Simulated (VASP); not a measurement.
An input for Ansatz (written as the equivalent of a VASP run, and not itself run):

Ansatz 0.2 input:
```yaml
crystal:
  lattice:
    - [0.0000000, 3.0377871, 3.0377871]
    - [3.0377871, 0.0000000, 3.0377871]
    - [3.0377871, 3.0377871, 0.0000000]
  atoms:
    - { symbol: Li, position: [0.2500000, 0.2500000, 0.2500000] }
    - { symbol: Li, position: [0.7500000, 0.7500000, 0.7500000] }
    - { symbol: Se, position: [0.0000000, 0.0000000, 0.0000000] }
kpoints:
  mp_grid: { grid: [7, 7, 7] }
hamiltonian:
  xc: revpbe
  pseudopotentials: { kind: paw }
scf:
  occupations: { method: tetrahedron }
  max_iter: 100
output: { forces: true, stress: true, eigenvalues: true }
```

**Question.** Translate this input to VASP (INCAR, KPOINTS, POSCAR, choice of POTCAR).

**Answer.** This is not unique; one that fits is 
### INCAR
```
# general
SYSTEM  = Li2Se
PREC    = Accurate
ENCUT   = 520
LREAL   = .False.
LASPH   = .True.

# electronic loop
EDIFF   = 1E-7
NELM    = 100
ALGO    = Normal
LMAXMIX = 4

# smearing
ISMEAR  = -5

# functional
GGA     = RE

# ions
ISIF    = 2

# output
LWAVE   = .False.
LCHARG  = .True.
LORBIT  = 11
NEDOS   = 601

# other
LEFG    = .True.
```

File KPOINTS:
```
Automatic mesh
0
Gamma
7 7 7
0 0 0
```

POSCAR:
```
Li2Se
4.296080
  0.0000000000   0.7071067313   0.7071067313
  0.7071067313   0.0000000000   0.7071067313
  0.7071067313   0.7071067313   0.0000000000
Li Se
2 1
Cartesian
  0.3535533656   0.3535533656   0.3535533656
  1.0606600969   1.0606600969   1.0606600969
  0.0000000000   0.0000000000   0.0000000000
```

POTCAR, in this order: Li_sv Se (PBE.64 set). Program: vasp_std.

Limits of the translation: each code has its own PAW files, so the cut-off isn't converted (ENCUT is set for VASP's; basis.ecutwfc is left out, and Ansatz then takes the one that its files recommend); Ansatz stops its SCF on the density residual and VASP on the energy change (EDIFF); the field gradients of LEFG aren't asked of the other code.

The compound is Li2Se in the antifluorite structure. It was relaxed first.
